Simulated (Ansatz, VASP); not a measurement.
# LaBi: VASP beside Ansatz

```
La Bi
1.0
     0.00000    3.28250    3.28250
     3.28250    0.00000    3.28250
     3.28250    3.28250    0.00000
La Bi
1 1
Direct
  0.00000 0.00000 0.00000
  0.49619 0.49619 0.50381
```

Alike in both runs: task single point; functional LDA; k mesh 6 × 6 × 6; no spin polarisation.

```csv
,VASP,Ansatz
version,VASP 6.6.1,Ansatz 0.2.0
potentials or method,"VASP PAW LDA potentials, release 64 (La, Bi_d)","plane waves, PAW"
plane-wave cutoff (eV),520,420
occupations,"fermi-dirac, width 0.1 eV",fermi-dirac
valence electrons in the cell,26,26
```

Ansatz gave:

```
rms of the force components (eV/Å) : 0.048
```

Which values does VASP return?

rms of the force components (eV/Å): 0.049.

Atom by atom the forces differ by 0.000 eV/Å (rms over components).
